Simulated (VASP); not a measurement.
## H: molecular dynamics with PBE+D3(BJ)

Crystal: H.

```xyz
12
Lattice="5.4514 0.0000 0.0000 0.0000 5.4514 0.0000 0.0000 0.0000 5.4514" Properties=species:S:1:pos:R:3 pbc="T T T"
H     4.6294   -0.7976    4.6643
H     4.2154   -0.7574    4.1240
H     2.8665    2.1119    4.6837
H     3.5025    2.3137    4.7831
H     3.8055    5.4213    0.9889
H     3.3781    5.3399    1.5720
H    -0.3649    2.6379    2.3116
H     0.0138    3.3946    2.2611
H     1.2319    0.6044    2.9233
H     1.1542    0.9830    2.3205
H     1.9091    3.8219    5.4462
H     1.3225    4.2237    5.1917
```

The cell was built by a generator and needn't be a form met in nature.

```yaml
Program: VASP 6.6.1
Task: molecular dynamics
Functional: PBE
Dispersion: D3(BJ)
Potentials_or_basis: VASP PAW PBE potentials, release 64 (H)
Cutoff: 520 eV
k_mesh: 1 × 1 × 1
Occupations: fermi-dirac, width 0.05 eV
Spin: no spin polarisation
Dipole_correction: no
Further_INCAR_settings: ALGO = Fast; EDIFF = 1e-05; NBANDS = 18; ISYM = 0; IBRION = 0; POTIM = 0.5; NSW = 40
```

| Property | Result |
| --- | --- |
| Dispersion energy per atom | -0.019 eV |

Wall time 90 s on 1 thread of Intel(R) Xeon(R) 6975P-C (Granite Rapids), with other jobs on the host, peak memory 0.25 GiB.
